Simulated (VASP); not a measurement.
Data:

```yaml
crystal:
  lattice:
    - [1.67166, -2.89540, 0.00000]
    - [1.67166, 2.89540, 0.00000]
    - [0.00000, 0.00000, 16.92293]
  atoms:
    - { symbol: Mo, position: [0.33333, 0.66667, 0.25000] }
    - { symbol: Mo, position: [0.66667, 0.33333, 0.75000] }
    - { symbol: Se, position: [0.33333, 0.66667, 0.84875] }
    - { symbol: Se, position: [0.66667, 0.33333, 0.34875] }
    - { symbol: Se, position: [0.66667, 0.33333, 0.15125] }
    - { symbol: Se, position: [0.33333, 0.66667, 0.65125] }
```

Computed with revPBE GGA, VASP's PBE PAW potentials (set 64) (plane waves; VASP). Run with 520 eV cut-off, Gaussian smearing of 0.050 eV, potentials Mo_sv Se.

Without a dispersion term in the relaxation, distances and binding between the weakly bound layers, chains or molecules are unreliable, and so is what depends on them.

Give the energies of bands 17 to 30 at the high-symmetry points, in eV from the valence-band maximum.

```
band      Γ      M      K      A      L      H
----  -----  -----  -----  -----  -----  -----
17    -2.13  -3.77  -3.87  -2.13  -3.75  -3.86
18    -2.13  -3.74  -3.86  -2.13  -3.75  -3.86
19    -1.90  -2.73  -3.38  -1.76  -2.73  -3.38
20    -1.61  -2.73  -3.38  -1.76  -2.73  -3.38
21    -1.18  -1.84  -2.86  -1.18  -1.84  -2.86
22    -1.18  -1.84  -2.86  -1.18  -1.84  -2.86
23    -1.18  -0.72  -2.08  -1.18  -0.72  -2.08
24    -1.18  -0.72  -2.08  -1.18  -0.72  -2.08
25    -0.29  -0.68  -0.01  -0.20  -0.68   0.00
26    -0.12  -0.68   0.00  -0.20  -0.68   0.00
27     2.75   1.80   1.39   2.75   1.80   1.39
28     2.75   1.80   1.39   2.75   1.80   1.39
29     2.75   2.21   2.56   2.76   2.22   2.59
30     2.76   2.24   2.63   2.77   2.22   2.60
```

The gap is direct, 1.39 eV, from the valence maximum at K to the conduction minimum at K.

Measured: gap 1.09 eV (computed value off by +0.30 eV), as given by Li et al., (2013), arXiv:1302.0733.

The compound is MoSe2 in the 2H layered structure. It was relaxed first, which changed the volume by +35 %.
